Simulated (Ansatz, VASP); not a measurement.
**Ru (Ruthenium): VASP beside Ansatz**

Aim: how closely do two programs agree when they are given the same cell, functional and k mesh? The cell is taken from a series of runs on this material, whose earlier steps may have relaxed, scaled, displaced or heated it; both programs get it as it stands.

Main program and level: Ansatz 0.2.0; plane waves, with VASP 6.6.1 beside it; zone-centre phonons at LDA.

## 1. Starting point

Symmetry: P6_3/mmc, No. 194, hexagonal system. The conventional cell has a = 2.669 Å, b = 2.669 Å, c = 4.266 Å, α = 90.00°, β = 90.00°, γ = 120.00°. Nearest to Ru lie 12 Ru at 2.63 to 2.67 Å.

Structure file:

```xyz
2
Lattice="2.6688 0.0000 0.0000 -1.3344 2.3112 0.0000 0.0000 0.0000 4.2662" Properties=species:S:1:pos:R:3 pbc="T T T"
Ru    0.0000    1.5408    1.0665
Ru    1.3344    0.7704    3.1996
```

## 2. VASP: zone-centre phonons, LDA

Second derivatives magnify differences that forces hide, and they need a tight electronic threshold.

Lines of VASP's logs that name or quote its potential files are left out, and so is its time.

INCAR

```
SYSTEM = Ru
PREC = Accurate
ENCUT = 500
EDIFF = 1E-08
NELM = 120
ISMEAR = 1
SIGMA = 0.2
LREAL = .FALSE.
ALGO = Normal
GGA = CA
NBANDS = 20
LASPH = .TRUE.
LORBIT = 11
LWAVE = .FALSE.
LCHARG = .FALSE.
ISIF = 2
IBRION = 8
GGA_COMPAT = .FALSE.
KPAR = 2
```

POSCAR

```
Ru
1.0
    2.6687730334      0.0000000000      0.0000000000
   -1.3343865167      2.3112252438      0.0000000000
    0.0000000000      0.0000000000      4.2661892609
Ru
2
Direct
    0.3333333357      0.6666666643      0.2500000000
    0.6666666643      0.3333333357      0.7500000000
```

KPOINTS

```
Automatic mesh
0
Gamma
18 18 12
0 0 0
```

The projector-augmented-wave data sets are Ru_pv (LDA family, release 64).

Started as:

```console
> mpirun -np 2 vasp_std
```

Numbers of over 12 decimals in the logs are rounded to 6 here.

The program printed:

```text
[banner, memory and clock lines left out]
running    2 mpi-ranks, on    1 nodes
 distrk:  each k-point on    1 cores,    2 groups
 distr:  one band on    1 cores,    1 groups

 POSCAR found type information on POSCAR Ru
 POSCAR found :  1 types and       2 ions
 LDA part: xc-table for (Slater(with rela. corr.)+CA(PZ))
 , standard interpolation
 POSCAR, INCAR and KPOINTS ok, starting setup
 FFT: planning ... GRIDC
 FFT: planning ... GRID_SOFT
 FFT: planning ... GRID
 WAVECAR not read
 entering main loop
       N       E                     dE             d eps       ncg     rms          rms(c)
DAV:   1     0.280001831914E+03    0.28000E+03   -0.17347E+04 10384   0.152E+03
DAV:   2    -0.170087268182E+02   -0.29701E+03   -0.28870E+03 10724   0.456E+02
DAV:   3    -0.227997476275E+02   -0.57910E+01   -0.57524E+01 11836   0.715E+01
DAV:   4    -0.228453456462E+02   -0.45598E-01   -0.45553E-01 13532   0.597E+00
DAV:   5    -0.228458707306E+02   -0.52508E-03   -0.52352E-03 11576   0.564E-01    0.198E+01
DAV:   6    -0.214846259595E+02    0.13612E+01   -0.31794E+00 11916   0.177E+01    0.543E+00
DAV:   7    -0.213981266172E+02    0.86499E-01   -0.52914E-01 11676   0.520E+00    0.113E+00
DAV:   8    -0.213878149197E+02    0.10312E-01   -0.23766E-02 11576   0.137E+00    0.373E-01
DAV:   9    -0.213869945897E+02    0.82033E-03   -0.12293E-03 11836   0.390E-01    0.320E-02
DAV:  10    -0.213870112918E+02   -0.16702E-04   -0.10757E-04 11660   0.106E-01    0.230E-02
DAV:  11    -0.213870098327E+02    0.14591E-05   -0.14915E-05 11692   0.376E-02    0.123E-03
DAV:  12    -0.213870097859E+02    0.46883E-07   -0.31045E-07 11916   0.507E-03    0.131E-03
DAV:  13    -0.213870097946E+02   -0.87075E-08   -0.78155E-09  7604   0.888E-04
   1 F= -.21387010E+02 E0= -.21387134E+02  d E =0.372883E-03
 Linear response reoptimize wavefunctions to high precision
DAV:   1    -0.213870097947E+02   -0.13051E-09   -0.34213E-10  7040   0.200E-04
DAV:   2    -0.213870097947E+02    0.12278E-10   -0.35174E-11  6896   0.618E-05
 Linear response DOF=           2
 Linear response progress:
  Degree of freedom:   1/  2
       N       E                     dE             d eps       ncg     rms          rms(c)
RMM:   1    -0.503846127460E+00   -0.50385E+00    0.33182E+00 46376   0.593E+01
RMM:   2    -0.605513936748E+00   -0.10167E+00   -0.11656E-01 63546   0.288E+00    0.143E-01
RMM:   3    -0.604310423857E+00    0.12035E-02   -0.35313E-03 72835   0.493E-01    0.641E-02
RMM:   4    -0.603098425155E+00    0.12120E-02   -0.46248E-04 72681   0.169E-01    0.239E-02
RMM:   5    -0.602928247064E+00    0.17018E-03   -0.77161E-05 88770   0.431E-02    0.993E-03
RMM:   6    -0.602844965594E+00    0.83281E-04   -0.81179E-05 79050   0.128E-02    0.537E-03
RMM:   7    -0.602840982882E+00    0.39827E-05   -0.51825E-05 78952   0.721E-03    0.735E-04
RMM:   8    -0.602860203380E+00   -0.19220E-04   -0.32778E-05 95596   0.255E-03    0.343E-04
RMM:   9    -0.602868480208E+00   -0.82768E-05   -0.15790E-05 85604   0.115E-03    0.625E-05
RMM:  10    -0.602868636753E+00   -0.15655E-06   -0.85047E-06 98858   0.660E-04    0.205E-05
RMM:  11    -0.602869123492E+00   -0.48674E-06   -0.45858E-06 87466   0.436E-04    0.805E-06
RMM:  12    -0.602869127309E+00   -0.38172E-08   -0.27257E-06 97883   0.332E-04    0.367E-06
RMM:  13    -0.602869096309E+00    0.31000E-07   -0.15823E-06102227   0.277E-04    0.161E-06
RMM:  14    -0.602869141576E+00   -0.45267E-07   -0.99246E-07 93430   0.251E-04    0.527E-07
RMM:  15    -0.602869156848E+00   -0.15272E-07   -0.60352E-07102244   0.233E-04    0.331E-07
RMM:  16    -0.602869168673E+00   -0.11825E-07   -0.39891E-07 95758   0.224E-04    0.166E-07
RMM:  17    -0.602869175402E+00   -0.67294E-08   -0.25420E-07 92080   0.218E-04    0.118E-07
RMM:  18    -0.602869176216E+00   -0.81363E-09   -0.17085E-07 80633   0.214E-04    0.132E-07
RMM:  19    -0.602869180957E+00   -0.47414E-08   -0.11598E-07 87266   0.212E-04    0.629E-08
 first order change of Fermi-energy  -0.17456E-05
 force on displaced ion       1 direction 1 :  -7.946   0.001   0.000
 Linear response progress:
  Degree of freedom:   2/  2
       N       E                     dE             d eps       ncg     rms          rms(c)
RMM:   1    -0.622455212112E+00   -0.62246E+00    0.38678E+00 15975   0.601E+01
RMM:   2    -0.736691522117E+00   -0.11424E+00   -0.13252E-01 22046   0.302E+00    0.142E-01
RMM:   3    -0.736693265660E+00   -0.17435E-05   -0.24831E-03 25167   0.467E-01    0.713E-02
RMM:   4    -0.736049191822E+00    0.64407E-03   -0.44359E-04 24627   0.162E-01    0.211E-02
RMM:   5    -0.735917264421E+00    0.13193E-03    0.55735E-05 29429   0.513E-02    0.145E-02
RMM:   6    -0.735869360028E+00    0.47904E-04   -0.11366E-05 26644   0.175E-02    0.104E-02
RMM:   7    -0.735819169197E+00    0.50191E-04    0.70974E-06 25486   0.100E-02    0.275E-03
RMM:   8    -0.735809976777E+00    0.91924E-05    0.20670E-05 29541   0.418E-03    0.677E-04
RMM:   9    -0.735817960949E+00   -0.79842E-05    0.96758E-06 28818   0.176E-03    0.921E-05
RMM:  10    -0.735818593293E+00   -0.63234E-06    0.10529E-05 28888   0.818E-04    0.396E-05
RMM:  11    -0.735819930285E+00   -0.13370E-05    0.28324E-06 31072   0.487E-04    0.115E-05
RMM:  12    -0.735820139041E+00   -0.20876E-06    0.23723E-06 30208   0.364E-04    0.423E-06
RMM:  13    -0.735820331229E+00   -0.19219E-06    0.38675E-07 33943   0.297E-04    0.165E-06
RMM:  14    -0.735820310649E+00    0.20580E-07    0.69393E-07 33064   0.263E-04    0.113E-06
RMM:  15    -0.735820409034E+00   -0.98385E-07   -0.39858E-07 32227   0.248E-04    0.861E-07
RMM:  16    -0.735820360933E+00    0.48101E-07    0.13128E-07 30001   0.237E-04    0.699E-07
RMM:  17    -0.735820410870E+00   -0.49938E-07   -0.31851E-07 30146   0.231E-04    0.460E-07
RMM:  18    -0.735820377938E+00    0.32932E-07    0.50671E-08 25697   0.226E-04    0.488E-07
RMM:  19    -0.735820385845E+00   -0.79068E-08   -0.56503E-08 23052   0.224E-04    0.676E-07
 first order change of Fermi-energy   0.89306E-04
 force on displaced ion       1 direction 3 :  -0.000  -0.000 -13.184
 Linear response finished
```

Parts of OUTCAR (step 2):

```text
ion  position               nearest neighbor table
   1  0.333  0.667  0.250-   2 2.63   2 2.63   2 2.63   2 2.63   2 2.63   2 2.63
   2  0.667  0.333  0.750-   1 2.63   1 2.63   1 2.63   1 2.63   1 2.63   1 2.63

  LATTYP: Found a hexagonal cell.
 ALAT       =     2.6687730334
 C/A-ratio  =     1.5985582916

 Subroutine GETGRP returns: Found 24 space group operations
 (whereof 12 operations were pure point group operations)

The static configuration has the point symmetry D_3d.
 The point group associated with its full space group is D_6h.

 Found    259 irreducible k-points:

   k-points           NKPTS =    259   k-points in BZ     NKDIM =    259   number of bands    NBANDS=     20

   dimension x,y,z NGX =    20 NGY =   20 NGZ =   32
   dimension x,y,z NGXF=    40 NGYF=   40 NGZF=   64

   ENCUT  =  500.0 eV  36.75 Ry    6.06 a.u.   4.87  4.87  7.78*2*pi/ulx,y,z

   NELECT =      28.0000    total number of electrons

 k-points in reciprocal lattice and weights: Automatic mesh
   0.00000000  0.00000000  0.00000000       0.000
   0.05555556 -0.00000000  0.00000000       0.002
   0.11111111 -0.00000000  0.00000000       0.002
   0.16666667  0.00000000  0.00000000       0.002
   0.22222222  0.00000000  0.00000000       0.002
   0.27777778  0.00000000  0.00000000       0.002
   0.33333333  0.00000000  0.00000000       0.002
   0.38888889  0.00000000  0.00000000       0.002
   0.44444444  0.00000000  0.00000000       0.002
[...]
0.33333333  0.27777778  0.50000000       0.003
   0.33333333  0.33333333  0.50000000       0.001

 average (electrostatic) potential at core
       1 -66.9117       2 -66.9117

  Total        0.1475864      0.1475864     -0.8576315     -0.0000000     -0.0000000      0.0000000
  in kB        8.9859263      8.9859263    -52.2176445     -0.0000000     -0.0000000      0.0000000
  external PRESSURE =     -11.4152639 kB  Pullay stress =       0.0000000 kB

  energy-cutoff  :      500.00
  volume of cell :       26.31
      direct lattice vectors                 reciprocal lattice vectors
     2.668773033  0.000000000  0.000000000     0.374704026  0.216335470  0.000000000
    -1.334386517  2.311225244  0.000000000     0.000000000  0.432670941  0.000000000
     0.000000000  0.000000000  4.266189261     0.000000000  0.000000000  0.234401228

 POSITION                                       TOTAL-FORCE (eV/Angst)
 -----------------------------------------------------------------------------------
      0.00000      1.54082      1.06655        -0.000000      0.000000      0.000000
      1.33439      0.77041      3.19964         0.000000     -0.000000      0.000000
 -----------------------------------------------------------------------------------
    total drift:                               -0.000003      0.000002     -0.000000

 Eigenvectors and eigenvalues of the dynamical matrix
 ----------------------------------------------------

   1 f  =    7.985124 THz    50.172013 2PiTHz  266.355063 cm-1    33.023804 meV
             X         Y         Z           dx          dy          dz
      0.000000  1.540817  1.066547     0.000000   -0.000000    0.707107
      1.334387  0.770408  3.199642     0.000000    0.000000   -0.707107

   2 f  =    6.199272 THz    38.951176 2PiTHz  206.785462 cm-1    25.638118 meV
             X         Y         Z           dx          dy          dz
      0.000000  1.540817  1.066547     0.707107    0.000000    0.000000
      1.334387  0.770408  3.199642    -0.707107   -0.000000   -0.000000

   3 f  =    6.199272 THz    38.951176 2PiTHz  206.785462 cm-1    25.638118 meV
             X         Y         Z           dx          dy          dz
      0.000000  1.540817  1.066547    -0.000000    0.707107   -0.000000
      1.334387  0.770408  3.199642     0.000000   -0.707107   -0.000000

   4 f  =    0.000000 THz     0.000000 2PiTHz    0.000001 cm-1     0.000000 meV
             X         Y         Z           dx          dy          dz
      0.000000  1.540817  1.066547    -0.000000   -0.560373    0.431256
      1.334387  0.770408  3.199642    -0.000000   -0.560373    0.431256

   5 f/i=    0.000000 THz     0.000000 2PiTHz    0.000000 cm-1     0.000000 meV
             X         Y         Z           dx          dy          dz
      0.000000  1.540817  1.066547     0.707107   -0.000000    0.000000
      1.334387  0.770408  3.199642     0.707107   -0.000000    0.000000

   6 f/i=    0.000000 THz     0.000001 2PiTHz    0.000003 cm-1     0.000000 meV
             X         Y         Z           dx          dy          dz
      0.000000  1.540817  1.066547     0.000000   -0.431256   -0.560373
      1.334387  0.770408  3.199642     0.000000   -0.431256   -0.560373

 ELASTIC MODULI CONTR FROM IONIC RELAXATION (kBar)
 Direction    XX          YY          ZZ          XY          YZ          ZX
 --------------------------------------------------------------------------------
 XX         -69.9146     69.9146     -0.0000      0.0000      0.0000      0.0000
 YY          69.9146    -69.9146      0.0000     -0.0000      0.0000      0.0000
 ZZ          -0.0000      0.0000     -0.0000      0.0000      0.0000      0.0000
 XY           0.0000     -0.0000      0.0000    -69.9146      0.0000      0.0000
 YZ           0.0000      0.0000      0.0000      0.0000      0.0000      0.0000
 ZX           0.0000      0.0000      0.0000      0.0000      0.0000      0.0000
 --------------------------------------------------------------------------------
```

[end of part 1 of 2]

[Lines on the potential files, build, host, timing and source positions are cut from VASP's logs without a mark.]

[Logs are printed without paths, hosts, clocks, repeated set-up lines and the standing remarks that a program may print on its own settings, such as how far it seeks lower states.]

[Hosts, paths, dates, database ids (printed as entryN), source tags and the programs' standing remarks are cut or masked in the printed files.]
